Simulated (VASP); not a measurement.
Computed with r2SCAN meta-GGA, VASP's PBE PAW potentials (set 64) (plane waves; VASP).

The input files of a VASP run:

INCAR:
```
NSW=60   # most ionic steps
SYSTEM=NiC
METAGGA=R2SCAN
LMAXMIX=4
LCHARG=.FALSE.
ALGO=Normal
LREAL=.FALSE.   # projection in real space or not
LWAVE=.FALSE.
PREC=Accurate
ISMEAR=1   # Methfessel-Paxton
ISIF=3   # ions, shape and volume
SIGMA=0.1   # width (eV)
EDIFFG=-0.02   # ionic stop
EDIFF=1E-6   # SCF stop (eV)
LMIXTAU=.TRUE.
LASPH=.TRUE.   # aspherical one-centre terms
NELM=100
ENCUT=520   # plane-wave cut-off (eV)
IBRION=2   # conjugate gradients
```

**KPOINTS**
```
Automatic mesh
0
Gamma
11 11 6
0 0 0
```

POSCAR:
```
NiC
1
    2.7835729047     0.0000000000    -0.0000000000
   -1.3917864523     2.4106446827    -0.0000000000
   -0.0000000000    -0.0000000000     4.8765553973
Ni C
2 2
Direct
  1.0000000000   0.0000000000   1.0000000000
  1.0000000000   0.0000000000   0.5000000000
  0.3333330000   0.6666670000   0.2500000000
  0.6666670000   0.3333330000   0.7500000000
```

POTCAR, in this order: Ni C (PBE.64 set). Program: vasp_std.

The run wrote:

File OSZICAR:
```
       N       E                     dE             d eps       ncg     rms          rms(c)
DAV:   1     0.151634991299E+03    0.15163E+03   -0.14002E+04  2336   0.210E+03
DAV:   2    -0.355967972531E+02   -0.18723E+03   -0.18017E+03  2372   0.365E+02
DAV:   3    -0.512664218103E+02   -0.15670E+02   -0.14883E+02  2508   0.117E+02
DAV:   4    -0.520132902407E+02   -0.74687E+00   -0.73733E+00  2332   0.257E+01
DAV:   5    -0.520382022743E+02   -0.24912E-01   -0.24902E-01  2498   0.471E+00    0.314E+01
DAV:   6    -0.563315865107E+02   -0.42934E+01   -0.12982E+02  2640   0.253E+02    0.415E+01
DAV:   7    -0.404467017247E+02    0.15885E+02   -0.33230E+01  2486   0.143E+02    0.776E+00
DAV:   8    -0.406246445062E+02   -0.17794E+00   -0.72876E+00  3172   0.373E+01    0.444E+00
DAV:   9    -0.406034267915E+02    0.21218E-01   -0.47180E-01  2888   0.919E+00    0.110E+00
DAV:  10    -0.405832860476E+02    0.20141E-01   -0.12103E-01  3216   0.455E+00    0.399E-01
DAV:  11    -0.405955357933E+02   -0.12250E-01   -0.52422E-02  2444   0.299E+00    0.230E-01
DAV:  12    -0.406022785455E+02   -0.67428E-02   -0.31489E-03  2522   0.905E-01    0.135E-01
DAV:  13    -0.406029163872E+02   -0.63784E-03   -0.41889E-04  3200   0.271E-01    0.632E-02
DAV:  14    -0.406034182044E+02   -0.50182E-03   -0.95764E-04  2678   0.470E-01    0.158E-02
DAV:  15    -0.406034540445E+02   -0.35840E-04   -0.38807E-05  2304   0.661E-02    0.963E-03
DAV:  16    -0.406034378138E+02    0.16231E-04   -0.32926E-06  1814   0.184E-02    0.105E-02
DAV:  17    -0.406034664176E+02   -0.28604E-04   -0.10152E-05  2306   0.411E-02    0.176E-03
DAV:  18    -0.406034636549E+02    0.27627E-05   -0.38378E-07  1152   0.768E-03    0.117E-03
DAV:  19    -0.406034643467E+02   -0.69183E-06   -0.37422E-08  1152   0.315E-03
   1 F= -.40603464E+02 E0= -.40603529E+02  d E =-.406035E+02
       N       E                     dE             d eps       ncg     rms          rms(c)
DAV:   1    -0.406039196655E+02   -0.45601E-03   -0.14370E-02  2304   0.108E+00    0.128E-01
DAV:   2    -0.406037108424E+02    0.20882E-03   -0.38740E-04  2844   0.285E-01    0.717E-02
DAV:   3    -0.406036443851E+02    0.66457E-04   -0.14117E-04  3232   0.229E-01    0.268E-02
DAV:   4    -0.406036475183E+02   -0.31332E-05   -0.44446E-05  2602   0.140E-01    0.830E-03
DAV:   5    -0.406036492443E+02   -0.17260E-05   -0.10635E-05  2366   0.397E-02    0.515E-03
DAV:   6    -0.406036491755E+02    0.68746E-07   -0.21038E-06  1616   0.138E-02
   2 F= -.40603649E+02 E0= -.40603717E+02  d E =-.184829E-03
```

**OUTCAR**
```
------------------------ aborting loop because EDIFF is reached ----------------------------------------
  FORCE on cell =-STRESS in cart. coord.  units (eV):
  Direction    XX          YY          ZZ          XY          YZ          ZX
  --------------------------------------------------------------------------------------
  Total        0.0380507      0.0380507     -0.0424770      0.0000000     -0.0000000      0.0000000
  in kB        1.8632136      1.8632133     -2.0799557      0.0000000     -0.0000000      0.0000000
  external PRESSURE =       0.5488237 kB  Pullay stress =       0.0000000 kB
  volume of cell :       32.72
      direct lattice vectors                 reciprocal lattice vectors
     2.785468242  0.000000000  0.000000000     0.359006068  0.207272264 -0.000000000
    -1.392734121  2.412286092  0.000000000    -0.000000000  0.414544528  0.000000000
     0.000000000  0.000000000  4.869487609     0.000000000  0.000000000  0.205360416
 POSITION                                       TOTAL-FORCE (eV/Angst)
 -----------------------------------------------------------------------------------
      2.78547      0.00000      4.86949        -0.000000      0.000000      0.000000
      2.78547      0.00000      2.43474        -0.000000      0.000000      0.000000
     -0.00000      1.60819      1.21737        -0.000000      0.000000     -0.000000
      1.39274      0.80409      3.65212         0.000000     -0.000000     -0.000000
 -----------------------------------------------------------------------------------
    total drift:                                0.000000     -0.000000     -0.000000
  FREE ENERGIE OF THE ION-ELECTRON SYSTEM (eV)
  ---------------------------------------------------
  free  energy   TOTEN  =       -40.6036491755 eV

  energy  without entropy=      -40.6038541027  energy(sigma->0) =      -40.60371748

 reached required accuracy - stopping structural energy minimisation
```
(Selected blocks of OUTCAR.)

**CONTCAR**
```
NiC
   1.00000000000000
     2.7854682415769334    0.0000000000000393    0.0000000000000000
    -1.3927341207383985    2.4122860922449307    0.0000000000000000
     0.0000000000000000    0.0000000000000000    4.8694876088925980
  Ni              C
     2     2
Direct
     1.0000000000000000    0.0000000000000000    1.0000000000000000
     1.0000000000000000    0.0000000000000000    0.5000000000000000
     0.3333330000000032    0.6666669999999968    0.2500000000000000
     0.6666669999999968    0.3333330000000032    0.7500000000000000
```

The structure was generated: NiC was put into the NiAs type type (P6_3/mmc), which need not be its known phase. This run relaxes it. Symmetry was kept, so distortions that lower it aren't found. The start is the result of an earlier pass. The run is not spin-polarised, so no magnetic state was tried.
